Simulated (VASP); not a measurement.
Given:

```
CELL_PARAMETERS angstrom
      0.00000     2.91155     2.91155
      2.91155     0.00000     2.91155
      2.91155     2.91155     0.00000
ATOMIC_POSITIONS crystal
  Pb 0.00000 0.00000 0.00000
  F  0.25000 0.25000 0.25000
  F  0.75000 0.75000 0.75000
```

Method: optB88-vdW, VASP's PBE PAW potentials (set 64) (plane waves; VASP). Run with 520 eV cut-off, 7×7×7 Γ-centred mesh, Gaussian smearing of 0.050 eV, potentials Pb_d F.

**Question.** The job: PbF2 (fluorite), 3 atoms, optB88-vdW, static run, 520 eV, 7×7×7 Γ-centred mesh. Roughly how much core time does it take on a busy server core?

**Answer.** About 40 core-seconds (one run on a shared machine, a rough figure). It had 20 irreducible k-points, 18 bands, up to 1363 plane waves and 14 electronic steps.

The compound is PbF2 in the fluorite structure, the β form. This cell is one point of a volume scan, at 0.94 of the reference volume.
